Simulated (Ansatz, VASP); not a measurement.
# Zr (Zirconium) in two plane-wave programs, part 2 of 2

Aim: how closely do two programs agree when they are given the same cell, functional and k mesh? The structure shown comes from an earlier Ansatz run, which isn't shown and may have moved the atoms alone.

VASP 6.6.1 and Ansatz 0.2.0.

So far: Set-up; Ansatz: elastic constants, PBEsol.

### 3. VASP: elastic constants, PBEsol

Level of this step: PBEsol; plane waves and PAW (Zr_sv) (VASP).

The same cell, functional, mesh and smearing now go to VASP, with its own data sets.

Lines of VASP's logs that name or quote its potential files are left out, and so is its time.

Contents of INCAR:

```
SYSTEM = Zr
PREC = Accurate
ENCUT = 500
EDIFF = 1E-08
NELM = 120
ISMEAR = 0
SIGMA = 0.1
LREAL = .FALSE.
ALGO = Normal
GGA = PS
NBANDS = 18
LASPH = .TRUE.
LORBIT = 11
LWAVE = .FALSE.
LCHARG = .FALSE.
ISIF = 3
IBRION = 6
NFREE = 2
POTIM = 0.015
NSW = 1
GGA_COMPAT = .FALSE.
KPAR = 2
```

Contents of POSCAR:

```
Zr
1.0
    3.1896309092      0.0000000000      0.0000000000
   -1.5948154546      2.7623013961      0.0000000000
    0.0000000000      0.0000000000      5.1008042762
Zr
2
Direct
    0.3333333333      0.6666666667      0.2500000000
    0.6666666667      0.3333333333      0.7500000000
```

Contents of KPOINTS:

```
Automatic mesh
0
Gamma
12 12 8
0 0 0
```

PAW data sets: Zr_sv (PBE family, release 64).

The run is started by

```console
$ mpirun -np 2 vasp_std
```

Numbers of over 12 decimals in the logs are rounded to 6 here.

What it wrote:

```text
[banner, memory and clock lines left out]
running    2 mpi-ranks, on    1 nodes
 distrk:  each k-point on    1 cores,    2 groups
 distr:  one band on    1 cores,    1 groups

 POSCAR found type information on POSCAR Zr
 POSCAR found :  1 types and       2 ions
|                                                                             |
|               ----> ADVICE to this user running VASP <----                  |
|                                                                             |
|     You enforced a specific xc type in the INCAR file but a different       |
|     [... a line on the potential file left out ...]
|     I HOPE YOU KNOW WHAT YOU ARE DOING!                                     |
|                                                                             |

 LDA part: xc-table for (Slater+PW92), standard interpolation
 POSCAR, INCAR and KPOINTS ok, starting setup
 FFT: planning ... GRIDC
 FFT: planning ... GRID_SOFT
 FFT: planning ... GRID
 WAVECAR not read
 entering main loop
       N       E                     dE             d eps       ncg     rms          rms(c)
DAV:   1     0.210436961370E+03    0.21044E+03   -0.13214E+04  3428   0.129E+03
DAV:   2    -0.334384571511E+01   -0.21378E+03   -0.21059E+03  4082   0.378E+02
DAV:   3    -0.185929421876E+02   -0.15249E+02   -0.15127E+02  6140   0.730E+01
DAV:   4    -0.189417798722E+02   -0.34884E+00   -0.34852E+00  4040   0.115E+01
DAV:   5    -0.189524243134E+02   -0.10644E-01   -0.10640E-01  5104   0.138E+00    0.161E+01
DAV:   6    -0.182928518443E+02    0.65957E+00   -0.99032E-01  3690   0.781E+00    0.645E+00
DAV:   7    -0.181603725754E+02    0.13248E+00   -0.65750E-01  4970   0.546E+00    0.116E+00
DAV:   8    -0.181644543238E+02   -0.40817E-02   -0.36322E-02  4462   0.156E+00    0.290E-01
DAV:   9    -0.181647587837E+02   -0.30446E-03   -0.16878E-03  4398   0.386E-01    0.275E-02
DAV:  10    -0.181647322477E+02    0.26536E-04   -0.51020E-05  5014   0.419E-02    0.243E-02
DAV:  11    -0.181647331684E+02   -0.92072E-06   -0.99823E-06  3750   0.369E-02    0.221E-03
DAV:  12    -0.181647331846E+02   -0.16169E-07   -0.36482E-07  4648   0.421E-03    0.217E-03
DAV:  13    -0.181647329587E+02    0.22582E-06   -0.35699E-08  3418   0.141E-03    0.795E-04
DAV:  14    -0.181647329045E+02    0.54231E-07   -0.71319E-09  2084   0.991E-04    0.178E-04
DAV:  15    -0.181647329116E+02   -0.70718E-08   -0.75269E-10  2030   0.254E-04
   1 F= -.18164733E+02 E0= -.18159070E+02  d E =-.113264E-01
[... from here on, the cycles between the ionic steps are left out ...]
   2 F= -.18160317E+02 E0= -.18154907E+02  d E =-.108196E-01
   9 F= -.18163323E+02 E0= -.18157659E+02  d E =-.113278E-01
  10 F= -.18164031E+02 E0= -.18158356E+02  d E =-.113487E-01
  11 F= -.18164031E+02 E0= -.18158356E+02  d E =-.113487E-01
  12 F= -.18164031E+02 E0= -.18158350E+02  d E =-.113616E-01
  13 F= -.18164031E+02 E0= -.18158350E+02  d E =-.113616E-01
  14 F= -.18164636E+02 E0= -.18158964E+02  d E =-.113444E-01
  15 F= -.18164636E+02 E0= -.18158964E+02  d E =-.113443E-01
  16 F= -.18164253E+02 E0= -.18158596E+02  d E =-.113156E-01
 Finite differences progress:
  Degree of freedom:   8/  8
  Displacement:        1/  2
  Total:              15/ 16
 bond charge predicted
       N       E                     dE             d eps       ncg     rms          rms(c)
DAV:   1    -0.181595131592E+02    0.47401E-02   -0.29524E+00  4716   0.178E+01    0.231E-01
DAV:   2    -0.181644026995E+02   -0.48895E-02   -0.62340E-02  4872   0.246E+00    0.120E-01
DAV:   3    -0.181642957393E+02    0.10696E-03   -0.10860E-03  7642   0.228E-01    0.532E-02
DAV:   4    -0.181642553560E+02    0.40383E-04   -0.70120E-05  5302   0.646E-02    0.835E-03
DAV:   5    -0.181642536921E+02    0.16639E-05   -0.62491E-06  6566   0.173E-02    0.307E-03
DAV:   6    -0.181642533280E+02    0.36412E-06   -0.65019E-07  5602   0.902E-03    0.795E-04
DAV:   7    -0.181642533078E+02    0.20204E-07   -0.58324E-08  5602   0.225E-03    0.360E-04
DAV:   8    -0.181642533134E+02   -0.56152E-08   -0.12251E-08  2854   0.125E-03
  17 F= -.18164253E+02 E0= -.18158596E+02  d E =-.113156E-01
 Finite differences progress:
  Degree of freedom:   8/  8
  Displacement:        2/  2
  Total:              16/ 16
```

From OUTCAR (step 3):

```text
ion  position               nearest neighbor table
   1  0.333  0.667  0.250-   2 3.15   2 3.15   2 3.15   2 3.15   2 3.15   2 3.15
   2  0.667  0.333  0.750-   1 3.15   1 3.15   1 3.15   1 3.15   1 3.15   1 3.15

  LATTYP: Found a hexagonal cell.
 ALAT       =     3.1896309092
 C/A-ratio  =     1.5991832351

 Subroutine GETGRP returns: Found 24 space group operations
 (whereof 12 operations were pure point group operations)

The static configuration has the point symmetry D_3d.
 The point group associated with its full space group is D_6h.

 Found     95 irreducible k-points:

   k-points           NKPTS =     95   k-points in BZ     NKDIM =     95   number of bands    NBANDS=     18

   dimension x,y,z NGX =    24 NGY =   24 NGZ =   40
   dimension x,y,z NGXF=    48 NGYF=   48 NGZF=   80

   ENCUT  =  500.0 eV  36.75 Ry    6.06 a.u.   5.82  5.82  9.30*2*pi/ulx,y,z

   NELECT =      24.0000    total number of electrons

 k-points in reciprocal lattice and weights: Automatic mesh
   0.00000000  0.00000000  0.00000000       0.001
   0.08333333 -0.00000000  0.00000000       0.005
   0.16666667 -0.00000000  0.00000000       0.005
   0.25000000  0.00000000  0.00000000       0.005
   0.33333333  0.00000000  0.00000000       0.005
   0.41666667  0.00000000  0.00000000       0.005
   0.50000000  0.00000000  0.00000000       0.003
   0.08333333  0.08333333  0.00000000       0.005
   0.16666667  0.08333333  0.00000000       0.010
[...]
0.33333333  0.25000000  0.50000000       0.010
   0.33333333  0.33333333  0.50000000       0.002

 average (electrostatic) potential at core
       1 -73.9456       2 -73.9456

 E-fermi :   9.2639

 k-point     1 :       0.0000    0.0000    0.0000
  band No.  band energies     occupation
    ...
      6     -16.8919      2.00000
      7     -16.8839      2.00000
      8     -16.8839      2.00000
      9       3.5296      2.00000
     10       6.1215      2.00000
     11      10.1314      0.00000
     12      10.1314      0.00000
     13      10.2461      0.00000
     14      10.5611      0.00000
     15      10.8503      0.00000
    ...

 k-point     2 :       0.0833   -0.0000    0.0000
  band No.  band energies     occupation
    ...
      6     -16.9399      2.00000
      7     -16.9019      2.00000
      8     -16.8909      2.00000
      9       3.7332      2.00000
     10       6.3086      2.00000
     11       9.6578      0.00000
     12      10.1333      0.00000
     13      10.3211      0.00000
     14      10.5933      0.00000
     15      10.6998      0.00000
    ...

 k-point     3 :       0.1667   -0.0000    0.0000
  band No.  band energies     occupation
    ...
      8     -16.9117      2.00000
      9       4.3030      2.00000
     10       6.7803      2.00000
     11       9.0582      1.99638
     12       9.2385      1.28091
     13      10.2408      0.00000
     14      10.8737      0.00000
     15      10.9110      0.00000
     16      10.9347      0.00000
     17      11.1425      0.00000
    ...

  Total        0.0229277      0.0229277      0.0283020      0.0000000      0.0000000      0.0000000
  in kB        0.8173749      0.8173749      1.0089694      0.0000000      0.0000000      0.0000000
  external PRESSURE =       0.8812398 kB  Pullay stress =       0.0000000 kB

  energy-cutoff  :      500.00
  volume of cell :       44.94
      direct lattice vectors                 reciprocal lattice vectors
     3.189630909  0.000000000  0.000000000     0.313515898  0.181008488  0.000000000
    -1.594815455  2.762301396  0.000000000     0.000000000  0.362016977  0.000000000
     0.000000000  0.000000000  5.100804276     0.000000000  0.000000000  0.196047514

 POSITION                                       TOTAL-FORCE (eV/Angst)
 -----------------------------------------------------------------------------------
     -0.00000      1.84153      1.26020         0.000000      0.000000      0.064082
      1.59482      0.92077      3.82560        -0.000000      0.000000     -0.064082
 -----------------------------------------------------------------------------------
    total drift:                               -0.000000      0.000000     -0.000386

  FREE ENERGIE OF THE ION-ELECTRON SYSTEM (eV)
  ---------------------------------------------------
  free  energy   TOTEN  =       -18.1642533134 eV

  energy  without entropy=      -18.1529377285  energy(sigma->0) =      -18.15859552

  SYMMETRIZED ELASTIC MODULI (kBar)
 Direction    XX          YY          ZZ          XY          YZ          ZX
 --------------------------------------------------------------------------------
 XX        1527.2033    634.3042    721.5664      0.0000     -0.0000     -0.0000
 YY         634.3042   1527.2033    721.5664      0.0000      0.0000      0.0000
 ZZ         721.5664    721.5664   1610.5959      0.0000      0.0000      0.0000
 XY           0.0000      0.0000      0.0000    446.4496      0.0000      0.0000
 YZ          -0.0000     -0.0000      0.0000      0.0000    222.9116      0.0000
 ZX           0.0000      0.0000      0.0000     -0.0000      0.0000    222.9116
 --------------------------------------------------------------------------------

 Eigenvectors and eigenvalues of the dynamical matrix
 ----------------------------------------------------

   1 f  =    4.784339 THz    30.060886 2PiTHz  159.588358 cm-1    19.786426 meV
             X         Y         Z           dx          dy          dz
     -0.000000  1.841534  1.275201     0.000000    0.000000    0.707107
      1.594815  0.920767  3.825603     0.000000    0.000000   -0.707107

   2 f  =    2.147829 THz    13.495211 2PiTHz   71.643879 cm-1     8.882705 meV
             X         Y         Z           dx          dy          dz
     -0.000000  1.841534  1.275201     0.000001   -0.707107   -0.000000
      1.594815  0.920767  3.825603    -0.000001    0.707107    0.000000

   3 f  =    2.147829 THz    13.495211 2PiTHz   71.643879 cm-1     8.882705 meV
             X         Y         Z           dx          dy          dz
     -0.000000  1.841534  1.275201    -0.707107   -0.000001    0.000000
      1.594815  0.920767  3.825603     0.707107    0.000001    0.000000

   4 f  =    0.000000 THz     0.000000 2PiTHz    0.000001 cm-1     0.000000 meV
             X         Y         Z           dx          dy          dz
     -0.000000  1.841534  1.275201    -0.695310   -0.128621    0.000000
      1.594815  0.920767  3.825603    -0.695310   -0.128621    0.000000

   5 f  =    0.000000 THz     0.000000 2PiTHz    0.000000 cm-1     0.000000 meV
             X         Y         Z           dx          dy          dz
     -0.000000  1.841534  1.275201     0.000000    0.000000    0.707107
      1.594815  0.920767  3.825603     0.000000    0.000000    0.707107

   6 f/i=    0.000000 THz     0.000000 2PiTHz    0.000001 cm-1     0.000000 meV
             X         Y         Z           dx          dy          dz
     -0.000000  1.841534  1.275201     0.128621   -0.695310   -0.000000
      1.594815  0.920767  3.825603     0.128621   -0.695310    0.000000

 ELASTIC MODULI CONTR FROM IONIC RELAXATION (kBar)
 Direction    XX          YY          ZZ          XY          YZ          ZX
 --------------------------------------------------------------------------------
 XX        -111.5287    111.5287      0.0000      0.0000      0.0000      0.0000
 YY         111.5287   -111.5287     -0.0000     -0.0000      0.0000      0.0000
 ZZ           0.0000     -0.0000     -0.0000     -0.0000      0.0000      0.0000
 XY           0.0000     -0.0000     -0.0000   -111.5287      0.0000      0.0000
 YZ           0.0000      0.0000      0.0000      0.0000      0.0000      0.0000
 ZX           0.0000      0.0000      0.0000      0.0000      0.0000      0.0000
 --------------------------------------------------------------------------------

 TOTAL ELASTIC MODULI (kBar)
 Direction    XX          YY          ZZ          XY          YZ          ZX
 --------------------------------------------------------------------------------
 XX        1415.6746    745.8328    721.5664      0.0000     -0.0000     -0.0000
 YY         745.8328   1415.6746    721.5664     -0.0000      0.0000      0.0000
 ZZ         721.5664    721.5664   1610.5959     -0.0000      0.0000      0.0000
 XY           0.0000     -0.0000     -0.0000    334.9209      0.0000      0.0000
 YZ          -0.0000     -0.0000      0.0000      0.0000    222.9116      0.0000
 ZX           0.0000      0.0000      0.0000     -0.0000      0.0000    222.9116
 --------------------------------------------------------------------------------

 total charge
# of ion       s       p       d       tot
------------------------------------------
    1        2.242   5.957   1.666   9.864
    2        2.242   5.957   1.666   9.864
--------------------------------------------------
tot          4.483  11.915   3.331  19.729

[... 3 further parts left out ...]
```

Levels, forces or a CONTCAR printed for this step are those of its last displaced cell, not of the structure at rest.

### 4. Differences

Known differences besides the potentials themselves: the cutoff is 420 eV in Ansatz and 500 eV in VASP; Ansatz makes its cores anew for this functional, VASP keeps those of its PBE data sets; VASP takes each elastic constant from one size of strain, Ansatz from those that its log lists. Total energies have different zeros and are not compared.

Compared:

| quantity | Ansatz | VASP | difference |
| --- | --- | --- | --- |
| C11 (GPa) | 142.4 | 141.6 | +0.58 % |
| C22 (GPa) | 142.4 | 141.6 | +0.58 % |
| C33 (GPa) | 160.0 | 161.1 | -0.68 % |
| C12 (GPa) | 75.2 | 74.6 | +0.79 % |
| C13 (GPa) | 72.4 | 72.2 | +0.28 % |
| C23 (GPa) | 72.4 | 72.2 | +0.28 % |
| C44 (GPa) | 22.3 | 22.3 | -0.05 % |
| C55 (GPa) | 22.3 | 22.3 | -0.05 % |
| C66 (GPa) | 33.6 | 33.5 | +0.36 % |

### 5. Summary of results

| Property | Result |
| --- | --- |
| difference in C12 (elastic constants, PBEsol) | 0.79 % |

**Reading.** The difference in C12 is 0.79 % (elastic constants, PBEsol), within the 5 % picked in this series as the mark of a large difference. How closely two codes agree says nothing of how well the functional describes the real material.

[Lines on the potential files, build, host, timing and source positions are cut from VASP's logs without a mark.]

[Logs are printed without paths, hosts, clocks, repeated set-up lines and the standing remarks that a program may print on its own settings, such as how far it seeks lower states.]

[Hosts, paths, dates, database ids (printed as entryN), source tags and the programs' standing remarks are cut or masked in the printed files.]
